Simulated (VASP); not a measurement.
**SnTe: cell size and functional**

How much does the relaxed cell of SnTe depend on the functional? The starting structure is a measured crystal structure from the Crystallography Open Database. The first relaxation on each setting starts from this cell expanded by 3 % in volume.

Program: VASP 6.6.1. Level of theory: Kohn-Sham DFT with plane waves and PAW; PBEsol, LDA, PBE, PBEsol + D3(BJ), r2SCAN, r2SCAN + rVV10, optB86b-vdW and TPSS. Results are calculated unless marked as measured.

### Step 1. Set-up

Symmetry: Fm-3m, No. 225, cubic system. Conventional cell: a = 6.313 Å, b = 6.313 Å, c = 6.313 Å, α = 90.00°, β = 90.00°, γ = 90.00°. Nearest to Te lie 6 Sn at 3.16 Å. Nearest to Sn lie 6 Te at 3.16 Å. Farther neighbours and most contacts between anions are not listed.

Structure file:

```cif
data_structure
_symmetry_space_group_name_H-M 'Fm-3m'
_symmetry_Int_Tables_number 225
_cell_length_a 6.3130
_cell_length_b 6.3130
_cell_length_c 6.3130
_cell_angle_alpha 90.000
_cell_angle_beta 90.000
_cell_angle_gamma 90.000
_cell_volume 251.60
loop_
_atom_site_label
_atom_site_type_symbol
_atom_site_symmetry_multiplicity
_atom_site_Wyckoff_symbol
_atom_site_fract_x
_atom_site_fract_y
_atom_site_fract_z
_atom_site_occupancy
Te1 Te 4 b 0.50000 0.00000 0.00000 1
Sn1 Sn 4 a 0.00000 0.00000 0.00000 1
```

### Step 2. Relaxation with PBEsol

PBEsol restores the gradient expansion of exchange and is tuned for the cells of solids. This run starts from the cell of an earlier relaxation, which isn't shown; the restart sets up the plane waves anew.

INCAR reads:

```
SYSTEM = SnTe
PREC = Accurate
ENCUT = 450
EDIFF = 1E-06
NELM = 100
ISMEAR = 0
SIGMA = 0.03
LREAL = .FALSE.
ALGO = Normal
GGA = PS
NBANDS = 16
LORBIT = 11
LWAVE = .FALSE.
LCHARG = .FALSE.
KPAR = 4
IBRION = 2
NSW = 50
ISIF = 3
EDIFFG = -0.006
```

POSCAR reads:

```
SnTe
1.0
    0.0000000000      3.1432905493      3.1432905493
    3.1432905493      0.0000000000      3.1432905493
    3.1432905493      3.1432905493      0.0000000000
Te Sn
1 1
Direct
    0.5000000000      0.5000000000      0.5000000000
    0.0000000000      0.0000000000      0.0000000000
```

KPOINTS reads:

```
Automatic mesh
0
Gamma
6 6 6
0 0 0
```

PAW data sets: Te and Sn_d (PBE family, release 64).

Command:

```sh
$ mpirun -np 4 vasp_std
```

What it wrote:

```text
[banner, memory and clock lines left out]
running    4 mpi-ranks, on    1 nodes
 distrk:  each k-point on    1 cores,    4 groups
 distr:  one band on    1 cores,    1 groups

 POSCAR found type information on POSCAR TeSn
 POSCAR found :  2 types and       2 ions
|                                                                             |
|               ----> ADVICE to this user running VASP <----                  |
|                                                                             |
|     You enforced a specific xc type in the INCAR file but a different       |
|     [... a line on the potential file left out ...]
|     I HOPE YOU KNOW WHAT YOU ARE DOING!                                     |
|                                                                             |

 LDA part: xc-table for (Slater+PW92), standard interpolation
 POSCAR, INCAR and KPOINTS ok, starting setup
 FFT: planning ... GRIDC
 FFT: planning ... GRID_SOFT
 FFT: planning ... GRID
 WAVECAR not read
 entering main loop
       N       E                     dE             d eps       ncg     rms          rms(c)
DAV:   1     0.118114331546E+03    0.11811E+03   -0.90552E+03   520   0.134E+03
DAV:   2     0.177492765215E+01   -0.11634E+03   -0.11325E+03   576   0.341E+02
DAV:   3    -0.811367835370E+01   -0.98886E+01   -0.98660E+01   624   0.877E+01
DAV:   4    -0.838533872498E+01   -0.27166E+00   -0.27161E+00   656   0.156E+01
DAV:   5    -0.839672312503E+01   -0.11384E-01   -0.11384E-01   736   0.289E+00    0.538E+00
DAV:   6    -0.834399300455E+01    0.52730E-01   -0.11606E-01   736   0.287E+00    0.337E+00
DAV:   7    -0.834168798443E+01    0.23050E-02   -0.46616E-02   648   0.140E+00    0.669E-01
DAV:   8    -0.834087917137E+01    0.80881E-03   -0.75108E-03   672   0.778E-01    0.161E-01
DAV:   9    -0.834094826198E+01   -0.69091E-04   -0.51754E-04   672   0.218E-01    0.499E-02
DAV:  10    -0.834093066297E+01    0.17599E-04   -0.69958E-05   712   0.830E-02    0.231E-02
DAV:  11    -0.834092999785E+01    0.66513E-06   -0.20051E-05   616   0.399E-02    0.143E-02
DAV:  12    -0.834092987807E+01    0.11977E-06   -0.17285E-06   528   0.130E-02
   1 F= -.83409299E+01 E0= -.83409297E+01  d E =-.834093E+01
 curvature:   0.00 expect dE= 0.000E+00 dE for cont linesearch  0.000E+00
 trial: gam= 0.00000 g(F)=  0.760E-60 g(S)=  0.965E-06 ort = 0.000E+00 (trialstep = 0.100E+01)
 search vector abs. value=  0.965E-06
 reached required accuracy - stopping structural energy minimisation
```

Elapsed: 7.8 s, on 4 MPI ranks of AMD EPYC 7R43, shared host; peak memory 0.59 GiB.

The logs omit lines about the potential files and the build; timing stands in the text.

Parts of OUTCAR (step 2):

```text
ion  position               nearest neighbor table
   1  0.500  0.500  0.500-   2 3.14   2 3.14   2 3.14   2 3.14   2 3.14   2 3.14
   2  0.000  0.000  0.000-   1 3.14   1 3.14   1 3.14   1 3.14   1 3.14   1 3.14

  LATTYP: Found a face centered cubic cell.
 ALAT       =     6.2865810986

 Subroutine GETGRP returns: Found 48 space group operations
 (whereof 48 operations were pure point group operations)

The static configuration has the point symmetry O_h .

 Found     16 irreducible k-points:

   k-points           NKPTS =     16   k-points in BZ     NKDIM =     16   number of bands    NBANDS=     16

   dimension x,y,z NGX =    32 NGY =   32 NGZ =   32
   dimension x,y,z NGXF=    64 NGYF=   64 NGZF=   64

   ENCUT  =  450.0 eV  33.07 Ry    5.75 a.u.   7.69  7.69  7.69*2*pi/ulx,y,z

   NELECT =      20.0000    total number of electrons

 k-points in reciprocal lattice and weights: Automatic mesh
   0.00000000  0.00000000  0.00000000       0.005
   0.16666667  0.00000000  0.00000000       0.037
   0.33333333  0.00000000  0.00000000       0.037
   0.50000000  0.00000000  0.00000000       0.019
   0.16666667  0.16666667  0.00000000       0.028
   0.33333333  0.16666667  0.00000000       0.111
   0.50000000  0.16666667  0.00000000       0.111
  -0.33333333  0.16666667  0.00000000       0.111
  -0.16666667  0.16666667  0.00000000       0.056
[...]
-0.33333333  0.33333333  0.16666667       0.111
  -0.33333333  0.50000000  0.16666667       0.056

 average (electrostatic) potential at core
       1 -87.6303       2-100.3428

 E-fermi :   6.9158

 k-point     1 :       0.0000    0.0000    0.0000
  band No.  band energies     occupation
    ...
      6      -5.9833      2.00000
      7       2.2042      2.00000
      8       4.7390      2.00000
      9       4.7390      2.00000
     10       4.7390      2.00000
     11      10.2368      0.00000
     12      10.2368      0.00000
     13      10.2368      0.00000
     14      11.5947      0.00000
     15      11.5947      0.00000
    ...

 k-point     2 :       0.1667    0.0000    0.0000
  band No.  band energies     occupation
    ...
      6      -5.7486      2.00000
      7       1.0650      2.00000
      8       4.7814      2.00000
      9       4.7814      2.00000
     10       5.4917      2.00000
     11       9.1777      0.00000
     12       9.1777      0.00000
     13       9.2125      0.00000
     14      11.5636      0.00000
     15      12.1594      0.00000
    ...

 k-point     3 :       0.3333    0.0000    0.0000
  band No.  band energies     occupation
    ...
      6      -5.1359      2.00000
      7      -0.6383      2.00000
      8       4.9375      2.00000
      9       4.9375      2.00000
     10       6.2707      2.00000
     11       7.8176      0.00000
     12       7.8176      0.00000
     13       7.8649      0.00000
     14      12.6835      0.00000
     15      13.6951      0.00000
    ...

  Total       -0.0036509     -0.0036509     -0.0036509     -0.0000000     -0.0000000      0.0000000
  in kB       -0.0941738     -0.0941738     -0.0941738     -0.0000000     -0.0000000      0.0000000
  external PRESSURE =      -0.0941738 kB  Pullay stress =       0.0000000 kB

  energy-cutoff  :      450.00
  volume of cell :       62.11
      direct lattice vectors                 reciprocal lattice vectors
     0.000000000  3.143290549  3.143290549    -0.159068973  0.159068973  0.159068973
     3.143290549  0.000000000  3.143290549     0.159068973 -0.159068973  0.159068973
     3.143290549  3.143290549  0.000000000     0.159068973  0.159068973 -0.159068973

 POSITION                                       TOTAL-FORCE (eV/Angst)
 -----------------------------------------------------------------------------------
      3.14329      3.14329      3.14329         0.000000     -0.000000     -0.000000
      0.00000      0.00000      0.00000        -0.000000      0.000000      0.000000
 -----------------------------------------------------------------------------------
    total drift:                                0.000000     -0.000000     -0.000000

  FREE ENERGIE OF THE ION-ELECTRON SYSTEM (eV)
  ---------------------------------------------------
  free  energy   TOTEN  =        -8.3409298781 eV

  energy  without entropy=       -8.3409295059  energy(sigma->0) =       -8.34092969

 reached required accuracy - stopping structural energy minimisation

 total charge
# of ion       s       p       d       tot
------------------------------------------
    1        1.392   1.949   0.031   3.372
    2        1.352   0.752   9.987  12.091
--------------------------------------------------
tot          2.744   2.701  10.018  15.463

[... 3 further parts left out ...]
```

The PAW data sets were made with PBE, which is usual practice but a small mismatch for other functionals. The run keeps the 48 symmetry operations of its start, so it cannot find a distortion of lower symmetry.

With PBEsol the relaxed cell holds 31.057 Å³ an atom, -1.25 % against the measured cell, with a = 6.287 Å.

### Step 3. Relaxation with LDA

LDA, the lowest rung, knows the local density alone. This run starts from the cell of an earlier relaxation, which isn't shown; the restart sets up the plane waves anew.

INCAR: that of step 2 with these lines changed.

```diff
@@ -9,3 +9,3 @@
 ALGO = Normal
-GGA = PS
+GGA = CA
 NBANDS = 16
```

POSCAR reads:

```
SnTe
1.0
    0.0000000000      3.1186741575      3.1186741575
    3.1186741575      0.0000000000      3.1186741575
    3.1186741575      3.1186741575      0.0000000000
Te Sn
1 1
Direct
    0.5000000000      0.5000000000      0.5000000000
    0.0000000000      0.0000000000      0.0000000000
```

KPOINTS is that of step 2.

PAW data sets: Te and Sn_d (LDA family, release 64).

Command:

```sh
$ mpirun -np 4 vasp_std
```

What it wrote:

```text
[banner, memory and clock lines left out]
running    4 mpi-ranks, on    1 nodes
[...]
LDA part: xc-table for (Slater(with rela. corr.)+CA(PZ))
 , standard interpolation
 POSCAR, INCAR and KPOINTS ok, starting setup
[...]
entering main loop
       N       E                     dE             d eps       ncg     rms          rms(c)
DAV:   1     0.116528121603E+03    0.11653E+03   -0.88732E+03   520   0.132E+03
DAV:   2     0.906728638829E+00   -0.11562E+03   -0.11292E+03   576   0.332E+02
DAV:   3    -0.863352050146E+01   -0.95402E+01   -0.94503E+01   656   0.861E+01
DAV:   4    -0.888134604580E+01   -0.24783E+00   -0.24776E+00   624   0.151E+01
[...]
DAV:  10    -0.883437172189E+01    0.22666E-04   -0.80810E-05   680   0.850E-02    0.260E-02
DAV:  11    -0.883437246565E+01   -0.74376E-06   -0.16415E-05   664   0.350E-02    0.715E-03
DAV:  12    -0.883437213961E+01    0.32604E-06   -0.16809E-06   504   0.141E-02
   1 F= -.88343721E+01 E0= -.88343721E+01  d E =-.883437E+01
[...]
reached required accuracy - stopping structural energy minimisation
```

The job ended after 5.6 s (4 MPI ranks; peak memory 0.49 GiB).

OUTCAR, selected parts (step 3):

```text
  Total        0.0007649      0.0007649      0.0007649     -0.0000000      0.0000000     -0.0000000
  in kB        0.0202018      0.0202018      0.0202018     -0.0000000      0.0000000     -0.0000000
  external PRESSURE =       0.0202018 kB  Pullay stress =       0.0000000 kB

 POSITION                                       TOTAL-FORCE (eV/Angst)
 -----------------------------------------------------------------------------------
      3.11867      3.11867      3.11867        -0.000000      0.000000      0.000000
      0.00000      0.00000      0.00000         0.000000     -0.000000      0.000000
 -----------------------------------------------------------------------------------
    total drift:                                0.000000     -0.000000     -0.000000

  FREE ENERGIE OF THE ION-ELECTRON SYSTEM (eV)
  ---------------------------------------------------
  free  energy   TOTEN  =        -8.8343721396 eV

  energy  without entropy=       -8.8343721357  energy(sigma->0) =       -8.83437214

[... 2 parts as in an earlier step ...]

[... 2 further parts left out ...]
[key lines of the parts left out:]
E-fermi :   7.1615
```

The log as kept lacks single lines of electronic cycles.

With LDA the relaxed cell holds 30.333 Å³ an atom, -3.55 % against the measured cell, with a = 6.237 Å. That is -2.33 % from PBEsol.

### Step 4. Relaxation with PBE

PBE, the usual starting point, adds the gradient of the density. This run starts from the cell of an earlier relaxation, which isn't shown; the restart sets up the plane waves anew.

INCAR: that of step 3 with these lines changed.

```diff
@@ -9,3 +9,3 @@
 ALGO = Normal
-GGA = CA
+GGA = PE
 NBANDS = 16
```

POSCAR reads:

```
SnTe
1.0
    0.0000000000      3.2078251463      3.2078251463
    3.2078251463      0.0000000000      3.2078251463
    3.2078251463      3.2078251463      0.0000000000
Te Sn
1 1
Direct
    0.5000000000      0.5000000000      0.5000000000
    0.0000000000      0.0000000000      0.0000000000
```

KPOINTS is that of step 3.

Potentials, in the order of the species: Te and Sn_d (PBE family, release 64).

Command:

```sh
$ mpirun -np 4 vasp_std
```

What it wrote:

```text
[banner, memory and clock lines left out]
running    4 mpi-ranks, on    1 nodes
[...]
LDA part: xc-table for (Slater+PW92), standard interpolation
 POSCAR, INCAR and KPOINTS ok, starting setup
[...]
entering main loop
       N       E                     dE             d eps       ncg     rms          rms(c)
DAV:   1     0.115405324034E+03    0.11541E+03   -0.89604E+03   520   0.125E+03
DAV:   2     0.151186015167E+01   -0.11389E+03   -0.11052E+03   576   0.323E+02
DAV:   3    -0.738627109419E+01   -0.88981E+01   -0.88816E+01   664   0.834E+01
DAV:   4    -0.762211730881E+01   -0.23585E+00   -0.23581E+00   616   0.146E+01
[...]
DAV:  10    -0.756468354902E+01   -0.73366E-05   -0.16022E-04   632   0.105E-01    0.179E-02
DAV:  11    -0.756469105707E+01   -0.75080E-05   -0.46162E-05   656   0.498E-02    0.260E-02
DAV:  12    -0.756469044521E+01    0.61186E-06   -0.25416E-06   608   0.925E-03
   1 F= -.75646904E+01 E0= -.75645663E+01  d E =-.756469E+01
[...]
DAV:   3    -0.756468032463E+01    0.16887E-03   -0.48269E-04   656   0.304E-01    0.144E-02
DAV:   4    -0.756467761467E+01    0.27100E-05   -0.13618E-05   616   0.331E-02    0.127E-02
DAV:   5    -0.756467734030E+01    0.27437E-06   -0.16417E-06   536   0.948E-03
   2 F= -.75646773E+01 E0= -.75645263E+01  d E =0.131049E-04
 trial-energy change:    0.000013  1 .order    0.000002   -0.000074    0.000077
 step:   0.3820(harm=  0.4885)  dis= 0.00000  next Energy=    -7.564704 (dE=-0.135E-04)
[...]
N       E                     dE             d eps       ncg     rms          rms(c)
DAV:   1    -0.756503392873E+01   -0.35631E-03   -0.72287E-03   640   0.123E+00    0.108E-01
DAV:   2    -0.756476683512E+01    0.26709E-03   -0.44187E-04   648   0.312E-01    0.444E-02
DAV:   3    -0.756470072526E+01    0.66110E-04   -0.18622E-04   656   0.188E-01    0.912E-03
DAV:   4    -0.756469737616E+01    0.33491E-05   -0.52316E-06   592   0.207E-02    0.813E-03
DAV:   5    -0.756469508592E+01    0.22902E-05   -0.55525E-07   296   0.586E-03    0.152E-03
DAV:   6    -0.756469491932E+01    0.16660E-06   -0.24349E-07   280   0.756E-03
   3 F= -.75646949E+01 E0= -.75645602E+01  d E =-.447411E-05
[...]
reached required accuracy - stopping structural energy minimisation
```

Run time: 14 s. Hardware: 4 MPI ranks; peak memory 0.63 GiB.

From OUTCAR (step 4):

```text
  Total        0.0032229      0.0032229      0.0032229     -0.0000000     -0.0000000      0.0000000
  in kB        0.0782854      0.0782854      0.0782854     -0.0000000     -0.0000000      0.0000000
  external PRESSURE =       0.0782854 kB  Pullay stress =       0.0000000 kB

 POSITION                                       TOTAL-FORCE (eV/Angst)
 -----------------------------------------------------------------------------------
      3.20688      3.20688      3.20688         0.000000     -0.000000     -0.000000
      0.00000      0.00000      0.00000        -0.000000      0.000000      0.000000
 -----------------------------------------------------------------------------------
    total drift:                                0.000000     -0.000000     -0.000000

  FREE ENERGIE OF THE ION-ELECTRON SYSTEM (eV)
  ---------------------------------------------------
  free  energy   TOTEN  =        -7.5646949193 eV

  energy  without entropy=       -7.5644255210  energy(sigma->0) =       -7.56456022

[... 2 parts as in an earlier step ...]

[... 2 further parts left out ...]
[key lines of the parts left out:]
E-fermi :   6.3273
```

With PBE the relaxed cell holds 32.980 Å³ an atom, +4.87 % against the measured cell, with a = 6.414 Å. That is +6.19 % from PBEsol.

### Step 5. Relaxation with PBEsol + D3(BJ)

D3 with Becke-Johnson damping keeps a finite attraction at short range. This run starts from the cell of an earlier relaxation, which isn't shown; the restart sets up the plane waves anew.

INCAR: that of step 4 with these lines changed.

```diff
@@ -9,3 +9,4 @@
 ALGO = Normal
-GGA = PE
+GGA = PS
+IVDW = 12
 NBANDS = 16
```

POSCAR reads:

```
SnTe
1.0
    0.0000000000      3.1004942400      3.1004942400
    3.1004942400      0.0000000000      3.1004942400
    3.1004942400      3.1004942400      0.0000000000
Te Sn
1 1
Direct
    0.5000000000      0.5000000000      0.5000000000
    0.0000000000      0.0000000000      0.0000000000
```

KPOINTS is that of step 4.

Command:

```sh
$ mpirun -np 4 vasp_std
```

What it wrote:

```text
[banner, memory and clock lines left out]
running    4 mpi-ranks, on    1 nodes
[...]
[... a notice as in an earlier step ...]

 LDA part: xc-table for (Slater+PW92), standard interpolation
 POSCAR, INCAR and KPOINTS ok, starting setup
[...]
entering main loop
       N       E                     dE             d eps       ncg     rms          rms(c)
DAV:   1     0.120014592415E+03    0.12001E+03   -0.89739E+03   512   0.133E+03
DAV:   2     0.143951359841E+01   -0.11858E+03   -0.11593E+03   568   0.337E+02
DAV:   3    -0.811852840430E+01   -0.95580E+01   -0.95402E+01   648   0.857E+01
DAV:   4    -0.836195020935E+01   -0.24342E+00   -0.24339E+00   624   0.152E+01
[...]
DAV:   9    -0.832400182371E+01   -0.70037E-04   -0.46272E-04   672   0.204E-01    0.700E-02
DAV:  10    -0.832399147754E+01    0.10346E-04   -0.49790E-05   704   0.744E-02    0.315E-02
DAV:  11    -0.832399073868E+01    0.73885E-06   -0.94805E-06   672   0.310E-02
   1 F= -.91397345E+01 E0= -.91397345E+01  d E =-.913973E+01
[...]
DAV:   1    -0.832334582169E+01    0.64566E-03   -0.30747E-03   648   0.832E-01    0.720E-02
DAV:   2    -0.832322741593E+01    0.11841E-03   -0.19423E-04   648   0.220E-01    0.298E-02
DAV:   3    -0.832319929511E+01    0.28121E-04   -0.76781E-05   680   0.126E-01    0.572E-03
DAV:   4    -0.832319900231E+01    0.29280E-06   -0.25382E-06   536   0.139E-02
   2 F= -.91397170E+01 E0= -.91397170E+01  d E =0.175220E-04
 trial-energy change:    0.000018  1 .order    0.000012   -0.000012    0.000037
 step:   0.1631(harm=  0.2501)  dis= 0.00000  next Energy=    -9.139736 (dE=-0.981E-06)
[...]
N       E                     dE             d eps       ncg     rms          rms(c)
DAV:   1    -0.832396785630E+01   -0.76856E-03   -0.22132E-03   632   0.710E-01    0.604E-02
DAV:   2    -0.832388526496E+01    0.82591E-04   -0.13835E-04   664   0.186E-01    0.253E-02
DAV:   3    -0.832386468392E+01    0.20581E-04   -0.54888E-05   656   0.107E-01    0.466E-03
DAV:   4    -0.832386362142E+01    0.10625E-05   -0.17317E-06   480   0.118E-02    0.515E-03
DAV:   5    -0.832386286783E+01    0.75359E-06   -0.21809E-07   296   0.396E-03
   3 F= -.91397329E+01 E0= -.91397329E+01  d E =0.166110E-05
[...]
reached required accuracy - stopping structural energy minimisation
```

Run time: 12 s. Hardware: 4 MPI ranks; peak memory 0.61 GiB; 43 s of CPU time.

From OUTCAR (step 5):

```text
 Edisp (eV)   -0.81652

 Edisp (eV)   -0.81587

  Total       0.00845     0.00845     0.00845     0.00000     0.00000    -0.00000
  in kB       0.22709     0.22709     0.22709     0.00000     0.00000    -0.00000
  external pressure =        0.23 kB  Pullay stress =        0.00 kB

 POSITION                                       TOTAL-FORCE (eV/Angst)
 -----------------------------------------------------------------------------------
      3.10034      3.10034      3.10034         0.000000     -0.000000      0.000000
      0.00000      0.00000      0.00000        -0.000000      0.000000     -0.000000
 -----------------------------------------------------------------------------------
    total drift:                               -0.000000      0.000000      0.000000

  FREE ENERGIE OF THE ION-ELECTRON SYSTEM (eV)
  ---------------------------------------------------
  free  energy   TOTEN  =        -9.1397328832 eV

  energy  without entropy=       -9.1397328832  energy(sigma->0) =       -9.13973288

[... 2 parts as in an earlier step ...]

[... 2 further parts left out ...]
[key lines of the parts left out:]
E-fermi :   7.5043
```

With PBEsol + D3(BJ) the relaxed cell holds 29.801 Å³ an atom, -5.24 % against the measured cell, with a = 6.201 Å. That is -4.04 % from PBEsol.

(Continued in part 2 of 2.)

[Lines on the potential files, build, host, timing and source positions are cut from VASP's logs without a mark.]

[Logs are printed without paths, hosts, clocks, repeated set-up lines and the standing remarks that a program may print on its own settings, such as how far it seeks lower states.]

[Hosts, paths, dates, database ids (printed as entryN), source tags and the programs' standing remarks are cut or masked in the printed files.]
